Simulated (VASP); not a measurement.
Input:

```
CELL_PARAMETERS angstrom
      1.35536    -2.33525     0.00000
      1.35536     2.33525     0.00000
      0.00000     0.00000     4.81502
ATOMIC_POSITIONS crystal
  Zn 0.33333 0.66667 0.25000
  Zn 0.70048 0.36715 0.75000
```

All values below come from PBE GGA, VASP's PBE PAW potentials (set 64) (plane waves; VASP). Settings: 400 eV cut-off, 17×17×8 Γ-centred mesh, first-order Methfessel-Paxton smearing of 0.10 eV, potentials Zn.

**Question.** Which forces act on the atoms, in eV/Å?

**Answer.** 
```csv
atom,Fx,Fy,Fz
Zn1,0.050,-0.011,0.000
Zn2,-0.050,0.011,0.000
```

**Question.** Give the stress tensor in GPa (positive for a compressed cell).

**Answer.** 
```
-1.59   0.46   0.00
 0.46  -1.39   0.00
 0.00   0.00  -1.23
```
The pressure is its mean diagonal, -1.40 GPa.

The compound is Zn in the hcp structure. The cell was not relaxed at this level, atoms are displaced from their ideal sites. The run is one of a series of settings (KPOINTS 17×17×8 Γ-centred mesh against the base run), some of them coarse on purpose.
